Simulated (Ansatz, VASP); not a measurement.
# Cross-check of Al5As (Al(100), 5 layers, one monolayer of As on hollow sites) between VASP and Ansatz

One calculation is typed for both programs; each brings its own data sets. How far apart do they land? The structure shown is the start of the Ansatz relaxation below; VASP solves that cell, so the two are compared at the walk's first step.

Program: Ansatz 0.2.0. Level of theory: plane waves, with VASP 6.6.1 beside it; single point at PBE. Results are calculated unless marked as measured.

### Step 1. The structure

The cell holds 6 atoms: 5 Al and 1 As. Its edges and angles: a = 2.864 Å, b = 2.864 Å, c = 27.100 Å, α = 90.0°, β = 90.0°, γ = 90.0°. Vacuum lies along c.

### Step 2. Ansatz: relaxation, PBE

Ansatz runs on its default PAW (the set named soft_2) files.

The two programs are compared at the cell with which this relaxation starts, whose forces are those of its first step.

The input, input.yaml:

```yaml
crystal:
  lattice:
    - [2.8637824638, 0.0, 0.0]
    - [0.0, 2.8637824638, 0.0]
    - [0.0, 0.0, 27.1]
  atoms:
    - { symbol: Al, position: [0.0, 0.0, 0.3062730627] }
    - { symbol: Al, position: [0.5, 0.5, 0.38099631] }
    - { symbol: Al, position: [0.0, 0.0, 0.4557195572] }
    - { symbol: Al, position: [0.5, 0.5, 0.5304428044] }
    - { symbol: Al, position: [0.0, 0.0, 0.6051660517] }
    - { symbol: As, position: [0.5, 0.5, 0.6526999005] }
kpoints:
  mp_grid: { grid: [8, 8, 1] }
hamiltonian:
  xc: pbe
scf:
  occupations: { method: fermi_dirac, width: 0.1 }
  convergence: { dr2_threshold: 1.0e-08 }
efield:
  axis: 3
  dipole_correction: true
  ramp_position: 0.97
  ramp_width: 0.04
relax:
  f_tol: 0.01
  constraints: [{ sites: [0, 1, 2] }]
output:
  write_potential: true
  write_density: true
  volumetric_format: npy
```

Started as:

```
$ ansatz run input.yaml --threads 2 --pin off --max-ram 4096MiB --backend cpu --events-out ev --progress --plain --runs-dir out
```

Numbers of over 12 decimals in the logs are rounded to 6 here.

The program printed:

```text
Engine: ansatz 0.2.0, x86_64-unknown-linux-gnu
Pseudopotentials: kind: paw
Pseudopotential: Al, paw, valence charge 3, recommended cutoff 420 eV (normal), Al.paw.azcp
Pseudopotential: As, paw, valence charge 15, recommended cutoff 420 eV (normal), As.paw.azcp
Functional definition: PBE
  parameter kappa = 0.804
  parameter beta = 0.066725
  exchange = pbe_x(kappa = kappa, mu = beta*pi^2/3)
  correlation = pbe_c(beta = beta)
Crystal: 6 atoms, lattice volume = 222.254 Å³
Basis set: ecut = 420 eV, 4343 PW (Γ), exchange–correlation on 40×40×384 points (8 copies of the dense FFT grid, shifted against one another)
Bands: 21, of which v1, the nominal top of the filled ones, is band 15 counted from 1 (14 counted from 0)
Symmetry: 8 space group operations
Space group: P4mm (ITA 99), of the structure as read, at distance tolerance 6.1e-5 Å
k-points: 15 of 64
Non-local potential: Al, projectors of the file, l = 0: 2, l = 1: 2, l = 2: 1
Non-local potential: As, projectors of the file, l = 0: 2, l = 1: 2, l = 2: 3, l = 3: 1
PAW form: soft (Blöchl's): semilocal exchange-correlation on the pseudo side does not see the compensation charge
PAW one-centre angular grid: Al, 110 points (default); XC on 64 Gauss nodes
PAW one-centre angular grid: As, 590 points (default); XC on 64 Gauss nodes
Initial density: superposition of atomic densities (neutral atoms: chi_scale 0, normalization atom), corrected by the library's trained network
Initial wavefunctions: pseudopotential atomic-orbital guess
Functional: x = pbe(κ = 0.804, μ = 0.219515), c = pbe(β = 0.066725)
SCF iter   1: F=—  HF=-7541.959960 eV  |F-HF|=—  |Δ(HF+E_count)|=         —  Δρ=2.95e-3  dr2=5.99e-1  ethr=1.77e-3  p=-0.040 e·Å  D=-3.25e-2 V/Å  ΔV_dip=0.88 eV  dr2_dipole=3.26e-1  V_vac-E_F(+/−)=4.93/4.05 eV  ⟨swp⟩=8.2  Hψ=1964  notcnv=0
efield: sawtooth ramp at fractional position 0.9700 (set: `efield.ramp_position`, or a place that a band, a saddle search or an elastic batch's reference lends), width 0.0400; the density the first Hamiltonian is built on has a dipole p = -0.040 e·Å; the dipole correction subtracts the counter field D = -3.25e-2 V/Å, which shifts the + side's vacuum level by +0.88 eV against the − side's; the planar-averaged density in the ramp window peaks in size at 1.4e-5 e/Å³
preconditioner: auto → LDOS  [metal: Δε(μ)=0.057 eV  Ē_g=7.408 eV  σ=0.100 eV  W_gap=0.14  n_scr=16 (ndim 8)  ℏωp=11.1 eV  f_vac=0.497  D(μ)=2.89/eV (n_scr^D=12)  β→1.0]
SCF iter   2: F=—  HF=-7541.944240 eV  |F-HF|=—  |Δ(HF+E_count)|=   1.57e-2  Δρ=1.02e-3  dr2=1.17e-2  ethr=1.77e-3  p=-0.016 e·Å  D=-1.28e-2 V/Å  ΔV_dip=0.35 eV  dr2_dipole=8.89e-5  V_vac-E_F(+/−)=4.62/4.28 eV  ⟨swp⟩=1.5  Hψ=450  notcnv=0  defer=1
SCF iter   3: F=—  HF=-7541.943083 eV  |F-HF|=—  |Δ(HF+E_count)|=   1.16e-3  Δρ=5.13e-4  dr2=3.67e-3  ethr=3.90e-5  p=-0.014 e·Å  D=-1.14e-2 V/Å  ΔV_dip=0.31 eV  dr2_dipole=3.58e-4  V_vac-E_F(+/−)=4.57/4.26 eV  ⟨swp⟩=2.6  Hψ=559  notcnv=0  defer=1
SCF iter   4: F=—  HF=-7541.942754 eV  |F-HF|=—  |Δ(HF+E_count)|=   3.29e-4  Δρ=1.45e-4  dr2=2.04e-4  ethr=1.22e-5  p=-0.014 e·Å  D=-1.17e-2 V/Å  ΔV_dip=0.32 eV  dr2_dipole=2.57e-5  V_vac-E_F(+/−)=4.58/4.26 eV  ⟨swp⟩=1.5  Hψ=350  notcnv=0  defer=1
SCF iter   5: F=—  HF=-7541.942765 eV  |F-HF|=—  |Δ(HF+E_count)|=   1.13e-5  Δρ=3.26e-5  dr2=2.17e-5  ethr=6.81e-7  p=-0.014 e·Å  D=-1.16e-2 V/Å  ΔV_dip=0.32 eV  dr2_dipole=9.13e-6  V_vac-E_F(+/−)=4.58/4.26 eV  ⟨swp⟩=2.5  Hψ=580  notcnv=0  defer=1
SCF iter   6: F=—  HF=-7541.943045 eV  |F-HF|=—  |Δ(HF+E_count)|=   2.79e-4  Δρ=9.16e-6  dr2=6.80e-7  ethr=7.25e-8  p=-0.014 e·Å  D=-1.16e-2 V/Å  ΔV_dip=0.31 eV  dr2_dipole=1.05e-7  V_vac-E_F(+/−)=4.58/4.26 eV  ⟨swp⟩=2.1  Hψ=506  notcnv=0  defer=1
SCF iter   7: F=—  HF=-7541.943053 eV  |F-HF|=—  |Δ(HF+E_count)|=   8.01e-6  Δρ=2.39e-6  dr2=2.21e-8  ethr=2.27e-9  p=-0.014 e·Å  D=-1.16e-2 V/Å  ΔV_dip=0.31 eV  dr2_dipole=1.69e-9  V_vac-E_F(+/−)=4.58/4.26 eV  ⟨swp⟩=2.3  Hψ=484  notcnv=0  defer=1
SCF iter   8: F=-7541.943053 eV  HF=-7541.943053 eV  |F-HF|=3.50e-9  |Δ(HF+E_count)|=   4.77e-8  Δρ=5.90e-7  dr2=3.26e-9  ethr=3.33e-11  p=-0.014 e·Å  D=-1.16e-2 V/Å  ΔV_dip=0.31 eV  dr2_dipole=8.96e-11  V_vac-E_F(+/−)=4.57/4.26 eV  ⟨swp⟩=9.6  Hψ=2051  notcnv=0
SCF 1 converged in 8 iterations: F = -7541.943053 eV  dr2 = 3.26e-9
  greatest PAW one-centre occupation: 0.999 electrons in one spin orbital (limit 2), on the As atom at site 5 (counted from 0), in its partial waves of l = 2
relax step   1: F+E_penalty+E_count = -7541.94305259 eV  Δ(F+E_penalty+E_count) = +0.000e0 eV  max|allowed force component| = 3.120e0 eV/Å  Δτ_max = 0.0000 Å  (8 SCF iters, accepted)
[...]
relax step   4: F+E_penalty+E_count = -7542.84704034 eV  Δ(F+E_penalty+E_count) = -4.347e-2 eV  max|allowed force component| = 1.548e-1 eV/Å  Δτ_max = 0.1947 Å  (7 SCF iters, accepted)
[...]
relax step   5: F+E_penalty+E_count = -7542.85230441 eV  Δ(F+E_penalty+E_count) = -5.264e-3 eV  max|allowed force component| = 2.068e-2 eV/Å  Δτ_max = 0.0583 Å  (7 SCF iters, accepted)
[...]
relax step   6: F+E_penalty+E_count = -7542.85234968 eV  Δ(F+E_penalty+E_count) = -4.527e-5 eV  max|allowed force component| = 8.108e-4 eV/Å  Δτ_max = 0.0032 Å  (5 SCF iters, accepted)
NSCF: frozen V_eff on 15 k-points
the band table was solved once a step of the walk had ended and its energy, with any forces and stress, was formed, with the checks that follow a solve (2179 applications of the Hamiltonian). They found nothing against the state; the energy, forces and stress were not computed again (output.eigenvalues in the input reference)
SCF converged after 5 iterations
Free energy (F): -7542.852350 eV
Harris-Foulkes:  -7542.852350 eV  (|F-HF|=5.10e-9)
Internal energy: -7542.771147 eV  (E = F + TS)
E sigma→0 (E₀):  -7542.811748 eV
Entropy (-TS):   -0.081203 eV (-13.534 meV/atom)
Fermi energy:    1.729974 eV
Dipole field:    D = -0.005135 V/Å  (p = -0.006307 e·Å, saw-weighted, corrected)
Work function:   Φ+ = 4.3773 eV   Φ− = 4.2381 eV
Levels:          The Fermi level and band energies are counted from a zero that moves with the ramp; work functions are not
--- Per-component energies (eV) ---
  E_band       = -404.014939
  E_kinetic    = 214.175370
  E_local      = -16813.579140  (includes V_loc(G=0)·N_el)
  E_nonlocal   = -619.298847
  E_hartree    = 8410.572272
  E_xc         = -276.596229
  E_vxc        = -222.209056  (∫ρ·V_xc dr)
  E_paw        = -4170.705825  (= ΣΔE_a)
  E_vpaw       = 215.440175  (= ΣTr[D̂ρ^β])
  E_aug_tail   = -0.000002  (compensation charges beyond the density's cutoff)
  E_efield     = 0.000016  (sawtooth field / dipole correction)
  E_vefield    = 0.312996  (∫n·V_field dr)
  E_ewald      = 5712.661238
  E_smearing   = -0.081203  (= −TS)
  E_closure    = 0.000000  (closes the sum)
  Σ components = -7542.852350   (vs F -7542.852350, Δ=0.00e0)
--- Forces (eV/Å), atoms counted from 1 ---
  atom   1  Al    -0.00000000     0.00000000    -0.09331939
  atom   2  Al     0.00000000     0.00000000     0.18910487
  atom   3  Al    -0.00000000     0.00000000    -0.09587481
  atom   4  Al     0.00000000     0.00000000    -0.00081083
  atom   5  Al     0.00000000     0.00000000     0.00050906
  atom   6  As    -0.00000000     0.00000000     0.00039160
  max |Σ_I F_I| component: 5.08e-7 eV/Å
--- Band table (eV; the first three rows and the last of 15) ---
  k-point 0: bands = [... 11 lower, -0.9186, 2.0171, 4.2551, 4.7290, 4.7290, 5.5736, 5.9796, 6.9619, ... 2 higher]
  k-point 1: bands = [... 11 lower, -0.6598, 2.1423, 2.3144, 4.0505, 4.4968, 4.9510, 4.9537, 5.8530, ... 2 higher]
  k-point 2: bands = [... 11 lower, -1.0666, 0.1032, 0.7228, 1.6323, 3.0455, 3.1029, 4.9823, 5.3077, ... 2 higher]
  k-point 14: bands = [... 11 lower, -0.0246, 0.1896, 0.3151, 0.8348, 0.9965, 1.4147, 1.4147, 1.9129, ... 2 higher]
--- Relaxed structure (6 steps of the walk, 6 accepted, 0 SCFs on fresh bases) ---
  F+E_penalty+E_count = -7542.85234968 eV   max|allowed force component| = 8.108e-4 eV/Å
  atoms:
    - { symbol: Al, position: [0.0, 0.0, 0.3062730627] }
    - { symbol: Al, position: [0.5, 0.5, 0.380996] }
    - { symbol: Al, position: [0.0, 0.0, 0.455720] }
    - { symbol: Al, position: [0.5, 0.5, 0.529756] }
    - { symbol: Al, position: [0, 0.0, 0.602831] }
    - { symbol: As, position: [0.5, 0.5, 0.674830] }
```

### Step 3. VASP: single point, PBE, start cell

The same cell, functional, mesh and smearing now go to VASP, with its own data sets.

Lines of VASP's logs that name or quote its potential files are left out, and so is its time.

The input, INCAR:

```
SYSTEM = Al5As
PREC = Accurate
ENCUT = 400
EDIFF = 1E-06
NELM = 120
ISMEAR = -1
SIGMA = 0.1
LREAL = .FALSE.
ALGO = Normal
GGA = PE
NBANDS = 16
LORBIT = 11
LWAVE = .FALSE.
LCHARG = .FALSE.
ISIF = 2
LDIPOL = .TRUE.
IDIPOL = 3
DIPOL = 0.5 0.5 0.49
LVHAR = .TRUE.
LASPH = .TRUE.
GGA_COMPAT = .FALSE.
NELMDL = -8
KPAR = 2
```

The input, POSCAR:

```
Al5As
1.0
    2.8637824638      0.0000000000      0.0000000000
    0.0000000000      2.8637824638      0.0000000000
    0.0000000000      0.0000000000     27.1000000000
Al As
5 1
Direct
    0.0000000000      0.0000000000      0.3062730627
    0.4999999190      0.4999999190      0.3809963100
    0.0000000000      0.0000000000      0.4557195572
    0.4999999190      0.4999999190      0.5304428044
    0.0000000000      0.0000000000      0.6051660517
    0.4999999190      0.4999999190      0.6526998893
```

The input, KPOINTS:

```
Automatic mesh
0
Gamma
8 8 1
0 0 0
```

The projector-augmented-wave data sets are Al and As (PBE family, release 64).

Started as:

```
$ mpirun -np 2 vasp_std
```

The program printed:

```text
[banner, memory and clock lines left out]
running    2 mpi-ranks, on    1 nodes
 distrk:  each k-point on    1 cores,    2 groups
 distr:  one band on    1 cores,    1 groups

 POSCAR found type information on POSCAR AlAs
 POSCAR found :  2 types and       6 ions
 LDA part: xc-table for (Slater+PW92), standard interpolation
 POSCAR, INCAR and KPOINTS ok, starting setup
 FFT: planning ... GRIDC
 FFT: planning ... GRID_SOFT
 FFT: planning ... GRID
 WAVECAR not read
 entering main loop
       N       E                     dE             d eps       ncg     rms          rms(c)
DAV:   1     0.657579018230E+02    0.65758E+02   -0.59549E+03   480   0.750E+02
DAV:   2    -0.178345725807E+02   -0.83592E+02   -0.80425E+02   688   0.138E+02
DAV:   3    -0.222922994129E+02   -0.44577E+01   -0.44086E+01   704   0.343E+01
DAV:   4    -0.224038745201E+02   -0.11158E+00   -0.11148E+00   672   0.632E+00
DAV:   5    -0.224109129535E+02   -0.70384E-02   -0.70379E-02   840   0.143E+00
DAV:   6    -0.224110404424E+02   -0.12749E-03   -0.12749E-03   736   0.148E-01
DAV:   7    -0.224110475706E+02   -0.71282E-05   -0.71282E-05   832   0.295E-02
DAV:   8    -0.224110477938E+02   -0.22321E-06   -0.22320E-06   624   0.438E-03    0.481E+00
DAV:   9    -0.239483338073E+02   -0.15373E+01   -0.26964E+01   584   0.145E+01    0.431E+00
DAV:  10    -0.228167727245E+02    0.11316E+01   -0.41093E+01   680   0.187E+01    0.376E+00
DAV:  11    -0.217838756616E+02    0.10329E+01   -0.76739E+00   616   0.888E+00    0.153E+00
DAV:  12    -0.216807085037E+02    0.10317E+00   -0.64668E-01   648   0.337E+00    0.399E-01
DAV:  13    -0.216782562907E+02    0.24522E-02   -0.36689E-02   664   0.104E+00    0.266E-01
DAV:  14    -0.216768418555E+02    0.14144E-02   -0.30000E-03   712   0.314E-01    0.189E-01
[...]
DAV:  22    -0.216759176354E+02   -0.44334E-04   -0.20377E-06   568   0.674E-03    0.237E-03
DAV:  23    -0.216759359174E+02   -0.18282E-04   -0.49917E-06   512   0.724E-03    0.222E-03
DAV:  24    -0.216759445586E+02   -0.86412E-05   -0.56861E-07   424   0.360E-03    0.819E-04
DAV:  25    -0.216759544336E+02   -0.98750E-05   -0.49462E-07   448   0.237E-03    0.116E-03
DAV:  26    -0.216759608669E+02   -0.64333E-05   -0.22651E-07   424   0.167E-03    0.608E-04
DAV:  27    -0.216759681120E+02   -0.72450E-05   -0.37348E-07   416   0.158E-03    0.657E-04
DAV:  28    -0.216759702129E+02   -0.21009E-05   -0.80569E-08   416   0.923E-04    0.213E-04
DAV:  29    -0.216759709639E+02   -0.75099E-06   -0.37131E-08   392   0.627E-04
   1 F= -.21675971E+02 E0= -.21630744E+02  d E =-.904542E-01
```

From OUTCAR (step 3):

```text
ion  position               nearest neighbor table
   1  0.000  0.000  0.306-   2 2.86   2 2.86   2 2.86   2 2.86
   2  0.500  0.500  0.381-   3 2.86   1 2.86   3 2.86   3 2.86   1 2.86   1 2.86   3 2.86   1 2.86

  LATTYP: Found a simple tetragonal cell.
 ALAT       =     2.8637824638
 C/A-ratio  =     9.4630092692

 Subroutine GETGRP returns: Found  8 space group operations
 (whereof  8 operations were pure point group operations)

The static configuration has the point symmetry C_4v.

 Found     15 irreducible k-points:

   k-points           NKPTS =     15   k-points in BZ     NKDIM =     15   number of bands    NBANDS=     16

   dimension x,y,z NGX =    20 NGY =   20 NGZ =  180
   dimension x,y,z NGXF=    40 NGYF=   40 NGZF=  360

   ENCUT  =  400.0 eV  29.40 Ry    5.42 a.u.   4.67  4.67 44.19*2*pi/ulx,y,z

   NELECT =      20.0000    total number of electrons

 k-points in reciprocal lattice and weights: Automatic mesh
   0.00000000  0.00000000  0.00000000       0.016
   0.12500000  0.00000000  0.00000000       0.062
   0.25000000  0.00000000  0.00000000       0.062
   0.37500000  0.00000000  0.00000000       0.062
   0.50000000  0.00000000  0.00000000       0.031
   0.12500000  0.12500000  0.00000000       0.062
   0.25000000  0.12500000  0.00000000       0.125
   0.37500000  0.12500000  0.00000000       0.125
   0.50000000  0.12500000  0.00000000       0.062
[...]
0.50000000  0.37500000  0.00000000       0.062
   0.50000000  0.50000000  0.00000000       0.016

 dipolmoment           0.000000      0.000000      0.014204 electrons x Angstroem

 average (electrostatic) potential at core
       1 -79.5742       2 -79.5393       3 -79.4582       4 -79.5614       5 -79.5102
       6 -53.7045

 E-fermi :   1.0938

 k-point     1 :       0.0000    0.0000    0.0000
  band No.  band energies     occupation
    ...
      3      -8.5960      2.00000
      4      -7.0333      2.00000
      5      -5.1541      2.00000
      6      -2.8891      2.00000
      7      -1.0642      2.00000
      8       2.1883      0.00004
      9       2.5573      0.00000
     10       2.5573      0.00000
     11       4.3595      0.00000
     12       5.2457      0.00000
    ...

 k-point     2 :       0.1250    0.0000    0.0000
  band No.  band energies     occupation
    ...
      4      -6.7608      2.00000
      5      -4.8858      2.00000
      6      -2.6265      2.00000
      7      -0.8132      2.00000
      8       0.0511      1.99994
      9       2.4306      0.00000
     10       2.7938      0.00000
     11       3.5449      0.00000
     12       4.4212      0.00000
     13       4.6793      0.00000
    ...

 k-point     3 :       0.2500    0.0000    0.0000
  band No.  band energies     occupation
    ...
      6      -3.2369      2.00000
      7      -1.8699      2.00000
      8      -0.0896      1.99999
      9       0.2165      1.99969
     10       1.1977      0.52269
     11       2.7866      0.00000
     12       3.2211      0.00000
     13       3.4666      0.00000
     14       4.7466      0.00000
     15       5.4612      0.00000
    ...

  Total        6.6851986      6.6851986      4.5664656      0.0000000      0.0000000      0.0000000
  in kB       48.1920672     48.1920672     32.9186054      0.0000000      0.0000000      0.0000000
  external PRESSURE =      43.1009133 kB  Pullay stress =       0.0000000 kB

  energy-cutoff  :      400.00
  volume of cell :      222.25
      direct lattice vectors                 reciprocal lattice vectors
     2.863782464  0.000000000  0.000000000     0.349188534  0.000000000  0.000000000
     0.000000000  2.863782464  0.000000000     0.000000000  0.349188534  0.000000000
     0.000000000  0.000000000 27.100000000     0.000000000  0.000000000  0.036900369

 POSITION                                       TOTAL-FORCE (eV/Angst)
 -----------------------------------------------------------------------------------
      0.00000      0.00000      8.30000         0.000000     -0.000000     -0.120591
      1.43189      1.43189     10.32500         0.000000     -0.000000      0.317190
      0.00000      0.00000     12.35000         0.000000     -0.000000     -0.319748
      1.43189      1.43189     14.37500         0.000000     -0.000000     -0.074053
      0.00000      0.00000     16.40000         0.000000      0.000000     -2.979066
      1.43189      1.43189     17.68817         0.000000     -0.000000      3.176266
 -----------------------------------------------------------------------------------
    total drift:                                0.000031      0.000031      0.000006

  FREE ENERGIE OF THE ION-ELECTRON SYSTEM (eV)
  ---------------------------------------------------
  free  energy   TOTEN  =       -21.6759709639 eV

  energy  without entropy=      -21.5855167991  energy(sigma->0) =      -21.63074388

 vacuum level on the upper side and lower side of the slab         5.669         5.356

 total charge
# of ion       s       p       d       tot
------------------------------------------
    1        0.474   0.289   0.000   0.764
    2        0.423   0.344   0.000   0.767
    3        0.432   0.337   0.000   0.769
    4        0.432   0.332   0.000   0.764
    5        0.436   0.413   0.000   0.849
    6        1.307   1.524   0.082   2.913
--------------------------------------------------
tot          3.505   3.240   0.082   6.827

[... 3 further parts left out ...]
```

### Step 4. Comparison

Known differences besides the potentials themselves: the data sets hold 30 valence electrons in Ansatz (on its default PAW (the set named soft_2) files) and 20 in VASP; the cutoff is 420 eV in Ansatz and 400 eV in VASP. Total energies have different zeros and are not compared.

Forces (eV/Å; atoms numbered as in POSCAR):

```tsv
atom	Ansatz x, y, z	VASP x, y, z
Al1	0.000, 0.000, -0.122	0.000, 0.000, -0.121
Al2	0.000, 0.000, 0.317	0.000, 0.000, 0.317
Al3	0.000, 0.000, -0.320	0.000, 0.000, -0.320
Al4	0.000, 0.000, -0.072	0.000, 0.000, -0.074
Al5	0.000, 0.000, -2.922	0.000, 0.000, -2.979
As6	0.000, 0.000, 3.120	0.000, 0.000, 3.176
```

The forces differ by 19 meV/Å r.m.s., which is 1.8 % of the r.m.s. force of 1.032 eV/Å (both taken over all components). With vacuum in the cell, a pressure given here is an average over mostly empty space and none of the material.

### Step 5. What came out

```json
{"r.m.s. force difference (single point, PBE, start cell)": "1.8 % of the r.m.s. force"}
```

**Reading.** The r.m.s. force difference is 1.8 % of the r.m.s. force (single point, PBE, start cell), within the 3 % picked in this series as the mark of a large difference. The data sets hold unlike numbers of valence electrons (30 in Ansatz and 20 in VASP), so part of the differences comes from the potentials. 1 further run of this series is not shown here. Such differences can come from data sets, numerical settings and the points named under the comparisons, not from the functional's error against experiment.

[Lines on the potential files, build, host, timing and source positions are cut from VASP's logs without a mark.]

[Logs are printed without paths, hosts, clocks, repeated set-up lines and the standing remarks that a program may print on its own settings, such as how far it seeks lower states.]

[Hosts, paths, dates, database ids (printed as entryN), source tags and the programs' standing remarks are cut or masked in the printed files.]
